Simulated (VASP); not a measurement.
# Na2TlF (R-3m) in VASP: further runs

One crystal, Na2TlF, is run at these levels: PBE; tasks: single point.

Everything below comes from runs of VASP 6.6.1. Logs are shortened: lines on timing, memory, paths and dates and some standing lists are left out, and cuts for length are marked.

### 1 The structure

The structure is trigonal, space group R-3m (No. 166). Conventional cell: a = 3.838 Å, b = 3.838 Å, c = 20.452 Å, α = 90.00°, β = 90.00°, γ = 120.00°. Around Tl (site symmetry -3m) lie 6 Na at 2.96 Å. F (site symmetry -3m) is surrounded by 6 Na at 2.65 Å. Around Na (site symmetry 3m) lie 3 F at 2.65 Å and 3 Tl at 2.96 Å.

The cell was built by a generator and needn't be a form met in nature.

### 2 Single point, PBE

INCAR reads:

```
PREC = Accurate
ENCUT = 520
EDIFF = 1E-7
ISMEAR = 1
SIGMA = 0.0714
LREAL = F
LASPH = T
NELM = 100
ALGO = Normal
ISIF = 2
LWAVE = F
LCHARG = F
GGA = PE
NBANDS = 25
```

KPOINTS reads:

```
regular mesh
0
Gamma
  6 6 6
```

POSCAR reads:

```
Na2TlF
1.0
    1.9188530000      3.3235470000      0.0000000000
   -1.9188530000      3.3235470000      0.0000000000
    0.0000000000     -2.2156980000      6.8174400000
Tl F Na
1 1 2
Direct
    0.5000000000      0.5000000000      0.5000000000
    0.0000000000      0.0000000000      0.0000000000
    0.2624000000      0.2624000000      0.7872000000
    0.7376000000      0.7376000000      0.2128000000
```

Potentials or basis: VASP PAW PBE potentials, release 64 (Tl_d, F, Na_pv).

On the command line:

```sh
$ cat potpaw_PBE.64/Tl_d/POTCAR potpaw_PBE.64/F/POTCAR potpaw_PBE.64/Na_pv/POTCAR > POTCAR
$ mpirun -np 1 vasp_std > vasp.out
```

OUTCAR:

```text
PREC = Accurate
   ENCUT = 520
   EDIFF = 1E-7
   ISMEAR = 1
   LREAL = F
   LASPH = T
   NELM = 100
   ISIF = 2
   GGA = PE

 ion  position               nearest neighbor table
   1  0.500  0.500  0.500-   3 2.96   4 2.96   3 2.96   3 2.96   4 2.96   4 2.96
   2  0.000  0.000  0.000-
   3  0.262  0.262  0.787-   1 2.96   1 2.96   1 2.96
   4  0.738  0.738  0.213-   1 2.96   1 2.96   1 2.96

  LATTYP: Found a trigonal (rhomboedric) cell.
 ALAT       =     7.1684596948
 COS(alpha) =     0.8566948787

  Lattice vectors:

 A1 = (   1.9188530000,   1.1078490000,   6.8174400000)
 A2 = (  -1.9188530000,   1.1078490000,   6.8174400000)
 A3 = (   0.0000000000,  -2.2156980000,   6.8174400000)

Analysis of symmetry for initial positions (statically):
=====================================================================
 Subroutine PRICEL returns:
 Original cell was already a primitive cell.

 Routine SETGRP: Setting up the symmetry group for a
 trigonal (rhombohedral) supercell.

 Subroutine GETGRP returns: Found 12 space group operations
 (whereof 12 operations were pure point group operations)
 out of a pool of 12 trial point group operations.

The static configuration has the point symmetry D_3d.

Analysis of symmetry for dynamics (positions and initial velocities):
=====================================================================
 Subroutine PRICEL returns:
 Original cell was already a primitive cell.

 Routine SETGRP: Setting up the symmetry group for a
 trigonal (rhombohedral) supercell.

 Subroutine GETGRP returns: Found 12 space group operations
 (whereof 12 operations were pure point group operations)
 out of a pool of 12 trial point group operations.

The dynamic configuration has the point symmetry D_3d.

 Subroutine INISYM returns: Found 12 space group operations
 (whereof 12 operations are pure point group operations),
 and found     1 'primitive' translations

----------------------------------------------------------------------------------------

                                     Primitive cell

  volume of cell :      86.9551

  direct lattice vectors                    reciprocal lattice vectors
     1.918853000  3.323547000  0.000000000     0.260572331  0.150441682  0.048894209
    -1.918853000  3.323547000  0.000000000    -0.260572331  0.150441682  0.048894209
     0.000000000 -2.215698000  6.817440000     0.000000000  0.000000000  0.146682626

  length of vectors
     3.837702633  3.837702633  7.168459094     0.304829925  0.304829925  0.146682626

  position of ions in fractional coordinates (direct lattice)
     0.500000000  0.500000000  0.500000000
     0.000000000  0.000000000  0.000000000
     0.262400000  0.262400000  0.787200000
     0.737600000  0.737600000  0.212800000

  ion indices of the primitive-cell ions
   primitive index   ion index
                 1           1
                 2           2
                 3           3
                 4           4

----------------------------------------------------------------------------------------

 KPOINTS: regular mesh

Automatic generation of k-mesh.
 Grid dimensions read from file:
 generate k-points for:    6    6    6

 Generating k-lattice:

  Cartesian coordinates                     Fractional coordinates (reciprocal lattice)
     0.043428722  0.025073614  0.008149035     0.166666667  0.000000000  0.000000000
    -0.043428722  0.025073614  0.008149035     0.000000000  0.166666667  0.000000000
     0.000000000  0.000000000  0.024447104     0.000000000  0.000000000  0.166666667

  Length of vectors
     0.050804987  0.050804987  0.024447104

  Shift w.r.t. Gamma in fractional coordinates (k-lattice)
     0.000000000  0.000000000  0.000000000

 Subroutine IBZKPT returns following result:
 ===========================================

 Found     32 irreducible k-points:

 Following reciprocal coordinates:
            Coordinates               Weight
  0.000000  0.000000  0.000000      1.000000
  0.166667  0.000000  0.000000      6.000000
  0.333333  0.000000 -0.000000      6.000000
  0.500000 -0.000000 -0.000000      3.000000
  0.166667  0.166667  0.000000      6.000000
  0.333333  0.166667  0.000000     12.000000
[... 16 lines left out ...]
  0.333333  0.333333  0.166667      6.000000
  0.500000  0.333333  0.166667     12.000000
 [... further k-points ...]
   k-points           NKPTS =     32   k-points in BZ     NKDIM =     32   number of bands    NBANDS=     25
   number of dos      NEDOS =    301   number of ions     NIONS =      4
   total plane-waves  NPLWV =  48600
   dimension x,y,z NGX =    30 NGY =   30 NGZ =   54
   dimension x,y,z NGXF=    60 NGYF=   60 NGZF=  108
   ions per type =               1   1   2
   NGX,Y,Z   is equivalent  to a cutoff of  13.00, 13.00, 12.52 a.u.
   NGXF,Y,Z  is equivalent  to a cutoff of  25.99, 25.99, 25.05 a.u.
 SYSTEM =  unknown system
   PREC   = accura    normal or accurate (medium, high low for compatibility)
   ISTART =      0    job   : 0-new  1-cont  2-samecut
   ICHARG =      2    charge: 1-file 2-atom 10-const
   ISPIN  =      1    spin polarized calculation?
   LNONCOLLINEAR =      F non collinear calculations
   LSORBIT =      F    spin-orbit coupling
   LASPH  =      T    aspherical Exc in radial PAW
   ENCUT  =  520.0 eV  38.22 Ry    6.18 a.u.   7.14  7.14 13.33*2*pi/ulx,y,z
   NELM   =    100;   NELMIN=  2; NELMDL= -5     # of ELM steps
   EDIFF  = 0.1E-06   stopping-criterion for ELM
   LREAL  =      F    real-space projection
   EDIFFG = 0.1E-05   stopping-criterion for IOM
   NSW    =      0    number of steps for IOM
   IBRION =     -1    ionic relax: 0-MD 1-quasi-New 2-CG
   NFREE  =      0    steps in history (QN), initial steepest desc. (CG)
   ISIF   =      2    stress and relaxation
   ISYM   =      2    0-nonsym 1-usesym 2-fastsym
   POTIM  = 0.5000    time-step for ionic-motion
   TEBEG  =    0.0;   TEEND  =   0.0 temperature during run
   PSTRESS=    0.0 pullay stress
   NELECT =      34.0000    total number of electrons
   NUPDOWN=      -1.0000    fix difference up-down
   EMIN   =  10.00;   EMAX   =-10.00  energy-range for DOS
   EFERMI =   0.00;   METHOD = LEGACY
   ISMEAR =     1;   SIGMA  =   0.07  broadening in eV -4-tet -1-fermi 0-gaus
   EFERMI_NEDOS =   21; number of points for ismear=-14 and -15
   IALGO  =     38    algorithm
   IMIX   =      4    mixing-type and parameters
     AMIX     =   0.40;   BMIX     =  1.00
     AMIX_MAG =   1.60;   BMIX_MAG =  1.00
  volume/ion in A,a.u.               =      21.74       146.70
  Fermi-wavevector in a.u.,A,eV,Ry     =   1.197116  2.262221 19.498324  1.433086
  Thomas-Fermi vector in A             =   2.333039
   LORBIT       =      0    0 simple, 1 ext, 2 COOP (PROOUT), +10 PAW based schemes
   GGA     = PE    functional components
   LHFCALC =     F    Hartree Fock is set to
   AEXX    =    0.0000 exact exchange contribution
   IVDW    =     0    specifies the selected vdW correction
   LEPSILON=     F    determine dielectric tensor
   LRPA    =     F    only Hartree local field effects (RPA)
 non-spin polarized calculation
 Methfessel and Paxton  Order N= 1 SIGMA  =   0.07
  energy-cutoff  :      520.00
  volume of cell :       86.96
 maximum number of plane-waves:      2363
 NGX is ok and might be reduce to    30
   NGX = 15   NGY = 15   NGZ = 27

 number of electron      33.9999997 magnetization

 Free energy of the ion-electron system (eV)
  ---------------------------------------------------
  ext. energy  EPLUGINS =         0.00000000
  ---------------------------------------------------
  free energy    TOTEN  =       -11.00677061 eV

  energy without entropy =      -11.00596279  energy(sigma->0) =      -11.00650133

 E-fermi :   2.8405     XC(G=0):  -8.5338

 val. band max:        2.8330392536   @ k =   0.3333   0.1667   0.0000
 cond. band min:       2.8823280998   @ k =   0.3333   0.3333   0.1667
 fundamental gap:      0.0492888462
 Fermi energy:         2.8405483347

 k-point     1 :       0.0000    0.0000    0.0000
  band No.  band energies     occupation
      1     -21.4685      2.00000
      2     -21.4293      2.00000
      3     -21.4292      2.00000
      4     -21.4250      2.00000
      5     -21.4250      2.00000
      6     -21.4217      2.00000
[... 17 lines left out ...]
     24      12.8498      0.00000
     25      13.1512      0.00000

 k-point     2 :       0.1667    0.0000    0.0000
  band No.  band energies     occupation
      1     -21.4655      2.00000
      2     -21.4357      2.00000
      3     -21.4320      2.00000
      4     -21.4310      2.00000
      5     -21.4260      2.00000
      6     -21.4222      2.00000
[... 17 lines left out ...]
     24      12.9743      0.00000
     25      13.1635      0.00000

 k-point     3 :       0.3333    0.0000   -0.0000
  band No.  band energies     occupation
      1     -21.4696      2.00000
      2     -21.4457      2.00000
      3     -21.4370      2.00000
      4     -21.4345      2.00000
      5     -21.4283      2.00000
      6     -21.4243      2.00000
[... 17 lines left out ...]
     24      11.4203      0.00000
     25      12.6784      0.00000

 k-point     4 :       0.5000   -0.0000   -0.0000
  band No.  band energies     occupation
      1     -21.4759      2.00000
      2     -21.4513      2.00000
      3     -21.4362      2.00000
      4     -21.4334      2.00000
      5     -21.4294      2.00000
      6     -21.4265      2.00000
[... 17 lines left out ...]
     24      10.9984      0.00000
     25      12.5169      0.00000

 k-point     5 :       0.1667    0.1667    0.0000
  band No.  band energies     occupation
      1     -21.4650      2.00000
      2     -21.4363      2.00000
      3     -21.4316      2.00000
      4     -21.4311      2.00000
      5     -21.4260      2.00000
      6     -21.4224      2.00000
[... 17 lines left out ...]
     24      12.8945      0.00000
     25      13.2678      0.00000

 k-point     6 :       0.3333    0.1667    0.0000
  band No.  band energies     occupation
      1     -21.4661      2.00000
      2     -21.4429      2.00000
      3     -21.4378      2.00000
      4     -21.4327      2.00000
      5     -21.4296      2.00000
      6     -21.4236      2.00000
[... 17 lines left out ...]
     24      12.1583      0.00000
     25      12.5966      0.00000
[... 393 lines left out ...]
 k-point    21 :       0.5000    0.1667    0.1667
  band No.  band energies     occupation
      1     -21.4727      2.00000
      2     -21.4494      2.00000
      3     -21.4400      2.00000
      4     -21.4342      2.00000
      5     -21.4307      2.00000
      6     -21.4258      2.00000
[... 17 lines left out ...]
     24      10.8206      0.00000
     25      12.2694      0.00000

 k-point    22 :      -0.3333    0.1667    0.1667
  band No.  band energies     occupation
      1     -21.4730      2.00000
      2     -21.4478      2.00000
      3     -21.4402      2.00000
      4     -21.4344      2.00000
      5     -21.4315      2.00000
      6     -21.4257      2.00000
[... 17 lines left out ...]
     24      11.9182      0.00000
     25      12.3148      0.00000

 k-point    23 :       0.3333    0.3333    0.1667
  band No.  band energies     occupation
      1     -21.4707      2.00000
      2     -21.4473      2.00000
      3     -21.4339      2.00000
      4     -21.4336      2.00000
      5     -21.4288      2.00000
      6     -21.4250      2.00000
[... 17 lines left out ...]
     24      11.4564      0.00000
     25      12.9129      0.00000

 k-point    24 :       0.5000    0.3333    0.1667
  band No.  band energies     occupation
      1     -21.4732      2.00000
      2     -21.4491      2.00000
      3     -21.4401      2.00000
      4     -21.4343      2.00000
      5     -21.4303      2.00000
      6     -21.4257      2.00000
[... 17 lines left out ...]
     24      10.9901      0.00000
     25      12.2424      0.00000

 [... further k-points ...]
[... 5 lines left out ...]
  --------------------------------------------------------------------------------------
  -------------------------------------------------------------------------------------
  Total       -0.3928564     -0.3928555      2.8452764      0.0000000     -0.0000000      0.0000000
  in kB       -7.2385166     -7.2384997     52.4252110      0.0000000     -0.0000000      0.0000000
  external PRESSURE =      12.6493982 kB  Pullay stress =       0.0000000 kB

 VOLUME and BASIS-vectors are now :
 -----------------------------------------------------------------------------
  energy-cutoff  :      520.00
  volume of cell :       86.96
      direct lattice vectors                 reciprocal lattice vectors
     1.918853000  3.323547000  0.000000000     0.260572331  0.150441682  0.048894209
    -1.918853000  3.323547000  0.000000000    -0.260572331  0.150441682  0.048894209
     0.000000000 -2.215698000  6.817440000     0.000000000  0.000000000  0.146682626

 POSITION                                       TOTAL-FORCE (eV/Angst)
 -----------------------------------------------------------------------------------
      0.00000      2.21570      3.40872        -0.000000     -0.000000      0.000000
      0.00000      0.00000      0.00000         0.000000      0.000000      0.000000
      0.00000     -0.00000      5.36669        -0.000000     -0.000000      1.318998
      0.00000      4.43140      1.45075        -0.000000      0.000000     -1.318998
 -----------------------------------------------------------------------------------
    total drift:                               -0.000000     -0.000000     -0.000000

  FREE ENERGIE OF THE ION-ELECTRON SYSTEM (eV)
  ---------------------------------------------------
  free  energy   TOTEN  =       -11.0067706090 eV

  energy  without entropy=      -11.0059627868  energy(sigma->0) =      -11.00650133
```

It took 2 min on 1 thread of Intel Xeon Platinum 8375C at 2.90GHz (Ice Lake), shared host; peak memory 0.24 GiB.

Results:

```yaml
Free_energy: -11.0068 eV
Pressure: 1.3 GPa
Largest_force: 1.319 eV/Å
Band_gap_on_the_k_mesh: none (metal or under the smearing width)
```

Forces in eV/Å, atoms in the order of the input:
```
Tl   0.000  0.000  0.000
F    0.000  0.000  0.000
Na   0.000  0.000  1.319
Na   0.000  0.000 -1.319
```

Stress tensor (GPa, compression positive):
```
-0.72  0.00  0.00
 0.00 -0.72  0.00
 0.00  0.00  5.24
```

Caveat: forces of over 1 eV/Å show positions far from the minimum, so gaps and moduli don't describe the material at rest. The run has no spin-orbit coupling, so splittings on Tl are missing.

### 3 Single point, PBE

INCAR reads:

```
SYSTEM = Na2TlF
PREC = Accurate ; ENCUT = 520
EDIFF = 1E-6 ; ISMEAR = 1
SIGMA = 0.0714 ; LREAL = .False.
LASPH = .True. ; NELM = 60
ALGO = Normal ; ISIF = 2
LWAVE = .False. ; LCHARG = .False.
GGA = PE ; NBANDS = 25
```

KPOINTS reads:

```
regular mesh
0
Gamma
  6 6 6
  0 0 0
```

POSCAR is that of step 2.

Potentials or basis: VASP PAW PBE potentials, release 64 (Tl_d, F, Na_pv).

On the command line:

```sh
$ cat potpaw_PBE.64/Tl_d/POTCAR potpaw_PBE.64/F/POTCAR potpaw_PBE.64/Na_pv/POTCAR > POTCAR
$ mpirun -np 1 vasp_std > vasp.out
```

Wall time 2.1 min (1 thread of Intel Xeon Platinum 8375C at 2.90GHz (Ice Lake), shared host); peak memory 0.24 GiB.

It converged, with:

```yaml
Free_energy: -11.0068 eV
Pressure: 1.3 GPa
Largest_force: 1.319 eV/Å
Band_gap_on_the_k_mesh: none (metal or under the smearing width)
```

Forces in eV/Å, atoms in the order of the input:
```
Tl   0.000  0.000  0.000
F    0.000  0.000  0.000
Na   0.000  0.000  1.319
Na   0.000  0.000 -1.319
```

Stress tensor (GPa, compression positive):
```
-0.73  0.00  0.00
 0.00 -0.73  0.00
 0.00  0.00  5.23
```

Levels at points of the mesh, in eV from the Fermi level:
```csv
k point,band 13,band 14,band 15,band 16,band 17,band 18,band 19,band 20,band 21,band 22
"(0.00, 0.00, 0.00)",-7.83,-4.55,-4.03,-4.03,-0.64,1.71,5.88,5.88,8.78,9.15
"(0.50, 0.00, 0.00)",-5.73,-4.55,-4.18,-4.14,-1.75,0.82,3.51,4.68,5.69,6.00
"(0.50, 0.50, 0.00)",-5.64,-4.68,-4.27,-4.14,-1.57,1.01,3.53,3.93,5.93,6.61
"(0.00, 0.00, 0.50)",-7.87,-4.22,-4.03,-4.03,-1.69,3.98,5.33,5.83,5.83,9.07
```

Caveat: forces of over 1 eV/Å show positions far from the minimum, so gaps and moduli don't describe the material at rest.

### 4 Single point, PBE

INCAR reads:

```
SYSTEM = Na2TlF
  ALGO = Fast
  EDIFF = 1E-6
  ENCUT = 520
  GGA = PE
  ISIF = 2
  ISMEAR = 1
  LASPH = .True.
  LCHARG = .False.
  LREAL = .False.
  LWAVE = .False.
  NBANDS = 25
  NELM = 80
  PREC = Accurate
  SIGMA = 0.0714
```

KPOINTS reads:

```
k-points
0
Gamma
  6 6 6
  0 0 0
```

POSCAR is that of step 3.

On the command line:

```sh
$ cat potpaw_PBE.64/Tl_d/POTCAR potpaw_PBE.64/F/POTCAR potpaw_PBE.64/Na_pv/POTCAR > POTCAR
$ mpirun -np 1 vasp_std > vasp.out
```

Run time: 2.4 min. Hardware: 1 thread of Intel Xeon Platinum 8375C at 2.90GHz (Ice Lake), shared host; peak memory 0.25 GiB.

The run converged. Its results:

- Free energy: -11.0068 eV
- Pressure: 1.2 GPa
- Largest force: 1.319 eV/Å
- Band gap on the k mesh: none (metal or under the smearing width)

Forces on the atoms (eV/Å):
```
Tl   0.000  0.000  0.000
F    0.000  0.000  0.000
Na   0.000  0.000  1.319
Na   0.000  0.000 -1.319
```

Stress tensor (GPa, compression positive):
```
-0.75  0.00  0.00
 0.00 -0.75  0.00
 0.00  0.00  5.22
```

Levels at points of the mesh, in eV from the Fermi level:
```
           k point  band 13  band 14  band 15  band 16  band 17  band 18  band 19  band 20  band 21  band 22
(0.00, 0.00, 0.00)    -7.83    -4.55    -4.03    -4.03    -0.64     1.71     5.88     5.88     8.78     9.15
(0.50, 0.00, 0.00)    -5.73    -4.55    -4.18    -4.13    -1.75     0.82     3.51     4.68     5.69     6.00
(0.50, 0.50, 0.00)    -5.64    -4.68    -4.27    -4.14    -1.57     1.01     3.53     3.93     5.93     6.61
(0.00, 0.00, 0.50)    -7.87    -4.22    -4.03    -4.03    -1.69     3.98     5.33     5.83     5.83     9.07
```

Caveat: forces of over 1 eV/Å show positions far from the minimum, so gaps and moduli don't describe the material at rest.
